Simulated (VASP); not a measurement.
Consider the following.

```yaml
crystal:
  lattice:
    - [1.14500, -1.98320, 0.00000]
    - [1.14500, 1.98320, 0.00000]
    - [0.00000, 0.00000, 3.58000]
  atoms:
    - { symbol: Be, position: [0.33333, 0.66667, 0.25000] }
    - { symbol: Be, position: [0.66667, 0.33333, 0.75000] }
```

These are PBE GGA, VASP's PBE PAW potentials (set 64) (plane waves; VASP 6.6.1) values and carry that method's errors. Numerical set-up: 300 eV cut-off, 11×11×6 Γ-centred mesh, Fermi-Dirac smearing of 0.10 eV, potentials Be.

At this cut-off the stress carries a Pulay error, which pulls relaxed volumes low.

### Question
Give the stress tensor in GPa (positive for a compressed cell).

### Answer

```
-3.76   0.00   0.00
 0.00  -3.76   0.00
 0.00   0.00  -1.38
```
The pressure is its mean diagonal, -2.97 GPa.

The structure is a typed Be crystal (P6_3/mmc). The cell was not relaxed at this level.
